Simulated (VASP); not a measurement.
Calculation: revPBE GGA, VASP's PBE PAW potentials (set 64) (plane waves; VASP). For the first row: Settings: 520 eV cut-off, 9×9×9 Γ-centred mesh, first-order Methfessel-Paxton smearing of 0.10 eV, potentials Al Au.

```csv
system,energy (eV/atom)
AuAl₂ (fluorite),-3.7034
Al (fcc),-3.5538
Au (fcc),-2.7353
```

The references are the elements' solids at the same level; no temperature or zero-point terms are added.  Spin-orbit coupling is left out, which shifts such energies by up to tenths of an eV for the heavy elements here.

Task: What is the formation energy per atom of AuAl$_{2}$?

Result: The references average (2×(-3.5538) + 1×(-2.7353))/3 = -3.2810 eV, so the formation energy is -3.7034 − (-3.2810) = -0.422 eV/atom.
